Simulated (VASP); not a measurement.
# Mn3N (Pm-3m) in VASP: a series of runs

The runs below take Mn3N through single point, relaxation of cell and atoms, with PBE.

Program: VASP 6.6.1. These are calculated values, not measurements. Logs are shortened: lines on timing, memory, paths and dates and some standing lists are left out, and cuts for length are marked.

**1. The cell of the first run**

Symmetry: Pm-3m, No. 221, cubic system. The conventional cell has a = 3.431 Å, b = 3.431 Å, c = 3.431 Å, α = 90.00°, β = 90.00°, γ = 90.00°. Mn (site symmetry 4/mmm) has 8 Mn at 2.43 Å and 4 N at 2.43 Å as nearest neighbours. Around N (site symmetry m-3m) lie 12 Mn at 2.43 Å.

The cell was built by a generator and needn't be a form met in nature.

**2. Single point, PBE, collinear spin, typed start (species swapped into the PrDy3 type (Pm-3m, No. 221))**

INCAR reads:

```
PREC = Accurate
ENCUT = 520
EDIFF = 1E-6
ISMEAR = 0
SIGMA = 0.1
LREAL = F
LASPH = T
NELM = 150
ALGO = Normal
ISIF = 2
LWAVE = F
LCHARG = T
ISPIN = 2
MAGMOM = 1.95 1.95 1.95 0
LORBIT = 11
LMAXMIX = 4
GGA = PE
LELF = T
LVHAR = T
NBANDS = 34
```

KPOINTS reads:

```
Automatic mesh
0
Gamma
  14 14 14
```

POSCAR reads:

```
Mn3N
1.0
    3.4305499634      0.0000000000      0.0000000000
    0.0000000000      3.4305499634      0.0000000000
    0.0000000000      0.0000000000      3.4305499634
Mn N
3 1
Direct
    0.0000000000      0.5000000000      0.5000000000
    0.5000000000      0.0000000000      0.5000000000
    0.5000000000      0.5000000000      0.0000000000
    0.0000000000      0.0000000000      0.0000000000
```

Potentials or basis: VASP PAW PBE potentials, release 64 (Mn_pv, N).

On the command line:

```
cat potpaw_PBE.64/Mn_pv/POTCAR potpaw_PBE.64/N/POTCAR > POTCAR
mpirun -np 1 vasp_std > vasp.out
```

OUTCAR:

```text
PREC = Accurate
   ENCUT = 520
   EDIFF = 1E-6
   ISMEAR = 0
   LREAL = F
   LASPH = T
   NELM = 150
   ISIF = 2
   ISPIN = 2
   LORBIT = 11
   GGA = PE

 ion  position               nearest neighbor table
   1  0.000  0.500  0.500-   2 2.43   3 2.43   4 2.43   3 2.43   4 2.43   2 2.43   4 2.43   4 2.43
                             2 2.43   3 2.43   3 2.43   2 2.43
   2  0.500  0.000  0.500-   1 2.43   3 2.43   4 2.43   3 2.43   4 2.43   1 2.43   3 2.43   3 2.43
                             1 2.43   4 2.43   4 2.43   1 2.43
   3  0.500  0.500  0.000-   1 2.43   2 2.43   4 2.43   1 2.43   2 2.43   2 2.43   4 2.43   2 2.43
                             1 2.43   4 2.43   1 2.43   4 2.43
   4  0.000  0.000  0.000-   1 2.43   2 2.43   3 2.43   1 2.43   2 2.43   1 2.43   3 2.43   1 2.43
                             2 2.43   3 2.43   2 2.43   3 2.43

  LATTYP: Found a simple cubic cell.
 ALAT       =     3.4305499634

  Lattice vectors:

 A1 = (   3.4305499634,   0.0000000000,   0.0000000000)
 A2 = (   0.0000000000,   3.4305499634,   0.0000000000)
 A3 = (   0.0000000000,   0.0000000000,   3.4305499634)

Analysis of symmetry for initial positions (statically):
=====================================================================
 Subroutine PRICEL returns:
 Original cell was already a primitive cell.

 Routine SETGRP: Setting up the symmetry group for a
 simple cubic supercell.

 Subroutine GETGRP returns: Found 48 space group operations
 (whereof 48 operations were pure point group operations)
 out of a pool of 48 trial point group operations.

The static configuration has the point symmetry O_h .

Analysis of symmetry for dynamics (positions and initial velocities):
=====================================================================
 Subroutine PRICEL returns:
 Original cell was already a primitive cell.

 Routine SETGRP: Setting up the symmetry group for a
 simple cubic supercell.

 Subroutine GETGRP returns: Found 48 space group operations
 (whereof 48 operations were pure point group operations)
 out of a pool of 48 trial point group operations.

The dynamic configuration has the point symmetry O_h .

Analysis of structural, dynamic, and magnetic symmetry:
=====================================================================
 Subroutine PRICEL returns:
 Original cell was already a primitive cell.

 Routine SETGRP: Setting up the symmetry group for a
 simple cubic supercell.

[... 135 lines left out ...]
   AEXX    =    0.0000 exact exchange contribution
   IVDW    =     0    specifies the selected vdW correction
   LEPSILON=     F    determine dielectric tensor
   LRPA    =     F    only Hartree local field effects (RPA)
 spin polarized calculation
 Gauss-broadening in eV      SIGMA  =   0.10
  energy-cutoff  :      520.00
  volume of cell :       40.37
 maximum number of plane-waves:      1108
 NGX is ok and might be reduce to    28
   NGX = 13   NGY = 13   NGZ = 13

 number of electron      43.9999976 magnetization       5.6271666

 Free energy of the ion-electron system (eV)
  ---------------------------------------------------
  ext. energy  EPLUGINS =         0.00000000
  ---------------------------------------------------
  free energy    TOTEN  =       -32.12735088 eV

  energy without entropy =      -32.11532087  energy(sigma->0) =      -32.12133588

 E-fermi :  10.2239     XC(G=0): -13.5305

 val. band max:       10.2182164140   @ k =   0.3571   0.3571   0.2857
 cond. band min:      10.2246305206   @ k =   0.3571   0.3571   0.0000
 fundamental gap:      0.0064141066
 Fermi energy:        10.2238653140

 spin component 1

 k-point     1 :       0.0000    0.0000    0.0000
  band No.  band energies     occupation
      1     -38.9919      1.00000
      2     -38.9919      1.00000
      3     -38.9919      1.00000
      4     -38.6610      1.00000
      5     -38.6610      1.00000
      6     -38.6610      1.00000
[... 877 lines left out ...]
     33      19.5025      0.00000
     34      23.6347      0.00000

 [... further k-points ...]

 spin component 2

 k-point     1 :       0.0000    0.0000    0.0000
  band No.  band energies     occupation
      1     -37.0602      1.00000
      2     -37.0602      1.00000
      3     -37.0602      1.00000
      4     -36.5837      1.00000
      5     -36.5837      1.00000
      6     -36.5837      1.00000
[... 877 lines left out ...]
     33      20.2392      0.00000
     34      24.4712      0.00000

 [... further k-points ...]

------------------------ aborting loop because EDIFF is reached ----------------------------------------

  FORCE on cell =-STRESS in cart. coord.  units (eV):
  Direction    XX          YY          ZZ          XY          YZ          ZX
  --------------------------------------------------------------------------------------
  -------------------------------------------------------------------------------------
  Total        0.0295738      0.0295738      0.0295738      0.0000000      0.0000000      0.0000000
  in kB        1.1736181      1.1736181      1.1736181      0.0000000      0.0000000      0.0000000
  external PRESSURE =       1.1736181 kB  Pullay stress =       0.0000000 kB

 VOLUME and BASIS-vectors are now :
 -----------------------------------------------------------------------------
  energy-cutoff  :      520.00
  volume of cell :       40.37
      direct lattice vectors                 reciprocal lattice vectors
     3.430549963  0.000000000  0.000000000     0.291498451  0.000000000  0.000000000
     0.000000000  3.430549963  0.000000000     0.000000000  0.291498451  0.000000000
     0.000000000  0.000000000  3.430549963     0.000000000  0.000000000  0.291498451

 POSITION                                       TOTAL-FORCE (eV/Angst)
 -----------------------------------------------------------------------------------
      0.00000      1.71527      1.71527         0.000000      0.000000      0.000000
      1.71527      0.00000      1.71527         0.000000      0.000000      0.000000
      1.71527      1.71527      0.00000         0.000000      0.000000      0.000000
      0.00000      0.00000      0.00000         0.000000      0.000000      0.000000
 -----------------------------------------------------------------------------------
    total drift:                                0.000000      0.000000      0.000000

  FREE ENERGIE OF THE ION-ELECTRON SYSTEM (eV)
  ---------------------------------------------------
  free  energy   TOTEN  =       -32.1273508793 eV

  energy  without entropy=      -32.1153208719  energy(sigma->0) =      -32.12133588

 total charge

# of ion       s       p       d       tot
------------------------------------------
    1        0.351   6.306   5.264  11.921
    2        0.351   6.306   5.264  11.921
    3        0.351   6.306   5.264  11.921
    4        1.284   2.165   0.000   3.448
--------------------------------------------------
tot          2.335  21.083  15.793  39.211

 magnetization (x)

# of ion       s       p       d       tot
------------------------------------------
    1        0.016   0.015   1.818   1.850
    2        0.016   0.015   1.818   1.850
    3        0.016   0.015   1.818   1.850
    4        0.055  -0.134   0.000  -0.079
--------------------------------------------------
tot          0.104  -0.089   5.455   5.470
```

OSZICAR:

```text
N       E                     dE             d eps       ncg     rms          rms(c)
DAV:   1     0.508544651833E+03    0.50854E+03   -0.24225E+04 16392   0.175E+03
DAV:   2    -0.974680262449E+00   -0.50952E+03   -0.48153E+03 16386   0.491E+02
DAV:   3    -0.346620234828E+02   -0.33687E+02   -0.31803E+02 17808   0.136E+02
DAV:   4    -0.354464960411E+02   -0.78447E+00   -0.77585E+00 17318   0.205E+01
DAV:   5    -0.354553835478E+02   -0.88875E-02   -0.88866E-02 17030   0.241E+00    0.226E+01
DAV:   6    -0.349382204285E+02    0.51716E+00   -0.29085E+01 17986   0.525E+01    0.173E+01
DAV:   7    -0.320480593551E+02    0.28902E+01   -0.48235E+00 18446   0.251E+01    0.596E+00
DAV:   8    -0.321283291465E+02   -0.80270E-01   -0.59241E-01 16518   0.471E+00    0.334E+00
DAV:   9    -0.321267584785E+02    0.15707E-02   -0.33123E-02 17212   0.151E+00    0.164E+00
DAV:  10    -0.321265791509E+02    0.17933E-03   -0.62636E-03 17624   0.643E-01    0.473E-01
DAV:  11    -0.321272338323E+02   -0.65468E-03   -0.15807E-03 16694   0.330E-01    0.150E-01
DAV:  12    -0.321273334160E+02   -0.99584E-04   -0.20883E-04 16992   0.175E-01    0.554E-02
DAV:  13    -0.321273514240E+02   -0.18008E-04   -0.38421E-05 16924   0.484E-02    0.247E-02
DAV:  14    -0.321273508793E+02    0.54470E-06   -0.29830E-06 13876   0.133E-02
   1 F= -.32127351E+02 E0= -.32121336E+02  d E =-.120300E-01  mag=     5.6274
```

stdout:

```text
POSCAR found type information on POSCAR MnN
 POSCAR found :  2 types and       4 ions
 scaLAPACK will be used
 LDA part: xc-table for (Slater+PW92), standard interpolation
 POSCAR, INCAR and KPOINTS ok, starting setup
 FFT: planning ... GRIDC
 FFT: planning ... GRID_SOFT
 FFT: planning ... GRID
 WAVECAR not read
 entering main loop
```

Run time: 2.7 min. Hardware: 1 thread of Intel Xeon 6975P-C (Granite Rapids), shared host; peak memory 0.32 GiB.

Results:

| Item | Value |
| --- | --- |
| Free energy | -32.1274 eV |
| Pressure | 0.1 GPa |
| Band gap on the k mesh | none (metal or under the smearing width) |
| Net moment | 5.63 μB per cell |
| Site moments | Mn +1.85; N -0.08 μB |
| Valence electrons inside the program's atomic spheres | Mn 11.92; N 3.45 |

Levels at points of the mesh, in eV from the Fermi level:
Spin up:
| k point | band 23 | band 24 | band 25 | band 26 | band 27 | band 28 |
| --- | --- | --- | --- | --- | --- | --- |
| (0.00, 0.00, 0.00) | -1.12 | -0.06 | -0.06 | 0.99 | 1.53 | 1.53 |
| (0.50, 0.00, 0.00) | -0.97 | -0.48 | 0.13 | 0.52 | 0.52 | 0.57 |
| (0.50, 0.50, 0.00) | -1.05 | -0.58 | -0.19 | -0.15 | 0.92 | 0.92 |
| (0.50, 0.50, 0.50) | -1.21 | -0.70 | -0.70 | 0.17 | 1.13 | 1.13 |
Spin down:
| k point | band 16 | band 17 | band 18 | band 19 | band 20 | band 21 | band 22 | band 23 |
| --- | --- | --- | --- | --- | --- | --- | --- | --- |
| (0.00, 0.00, 0.00) | -2.94 | -2.87 | -2.87 | -2.87 | -0.36 | 1.26 | 1.26 | 1.26 |
| (0.50, 0.00, 0.00) | -1.35 | -0.86 | -0.86 | -0.59 | 0.12 | 0.12 | 0.65 | 0.77 |
| (0.50, 0.50, 0.00) | -1.78 | -1.78 | -0.67 | -0.67 | 0.49 | 0.56 | 0.56 | 1.13 |
| (0.50, 0.50, 0.50) | -3.55 | -0.75 | -0.75 | -0.75 | 0.08 | 0.42 | 1.14 | 1.14 |

**3. Single point, PBE, collinear spin, typed start (species swapped into the PrDy3 type (Pm-3m, No. 221))**

INCAR reads:

```
SYSTEM = Mn3N
  PREC = Accurate
  ENCUT = 520
  EDIFF = 1E-6
  ISMEAR = 0
  SIGMA = 0.1
  LREAL = .FALSE.
  LASPH = .TRUE.
  NELM = 150
  ALGO = Normal
  ISIF = 2
  LWAVE = .FALSE.
  LCHARG = .FALSE.
  ISPIN = 2
  MAGMOM = 4 4 4 0
  LORBIT = 11
  LMAXMIX = 4
  GGA = PE
  NBANDS = 34
```

KPOINTS reads:

```
regular mesh
0
G
  4 4 4
  0 0 0
```

POSCAR reads:

```
Mn3N
1.0
    3.4165539839      0.0000000000      0.0000000000
    0.0000000000      3.4165539839      0.0000000000
    0.0000000000      0.0000000000      3.4165539839
Mn N
3 1
Direct
    0.0000000000      0.5000000000      0.5000000000
    0.5000000000      0.0000000000      0.5000000000
    0.5000000000      0.5000000000      0.0000000000
    0.0000000000      0.0000000000      0.0000000000
```

Potentials or basis: VASP PAW PBE potentials, release 64 (Mn_pv, N).

On the command line:

```
cat potpaw_PBE.64/Mn_pv/POTCAR potpaw_PBE.64/N/POTCAR > POTCAR
mpirun -np 1 vasp_std > vasp.out
```

Run time: 26 s. Hardware: 1 thread of Intel Xeon 6975P-C (Granite Rapids), shared host; peak memory 0.16 GiB.

Results (log left out):

```
Free energy                                           : -32.0720 eV
Pressure                                              : 0.3 GPa
Band gap on the k mesh                                : none (metal or under the smearing width)
Net moment                                            : 5.09 μB per cell
Site moments                                          : Mn +1.68; N -0.07 μB
Valence electrons inside the program's atomic spheres : Mn 11.94; N 3.46
```

Levels at points of the mesh, in eV from the Fermi level:
Spin up:
| k point | band 20 | band 21 | band 22 | band 23 | band 24 | band 25 | band 26 | band 27 | band 28 | band 29 |
| --- | --- | --- | --- | --- | --- | --- | --- | --- | --- | --- |
| (0.00, 0.00, 0.00) | -1.47 | -1.07 | -1.07 | -1.07 | 0.06 | 0.06 | 1.16 | 1.61 | 1.61 | 1.61 |
| (0.50, 0.00, 0.00) | -1.76 | -1.38 | -0.93 | -0.93 | -0.36 | 0.26 | 0.60 | 0.60 | 0.70 | 1.61 |
| (0.50, 0.50, 0.00) | -1.22 | -1.22 | -1.21 | -0.92 | -0.51 | -0.10 | -0.10 | 1.03 | 1.03 | 1.26 |
| (0.50, 0.50, 0.50) | -2.04 | -1.13 | -1.13 | -1.13 | -0.64 | -0.64 | 0.20 | 1.24 | 1.24 | 1.24 |
Spin down:
```csv
k point,band 17,band 18,band 19,band 20,band 21,band 22
"(0.00, 0.00, 0.00)",-2.98,-2.98,-2.98,-0.39,1.22,1.22
"(0.50, 0.00, 0.00)",-0.94,-0.94,-0.70,0.06,0.06,0.61
"(0.50, 0.50, 0.00)",-1.89,-0.75,-0.75,0.37,0.43,0.43
"(0.50, 0.50, 0.50)",-0.87,-0.87,-0.87,0.06,0.42,0.98
```

Caveat: the k mesh is coarse (spacing up to 0.46 Å⁻¹), so the values aren't converged.

[end of part 1 of 2]
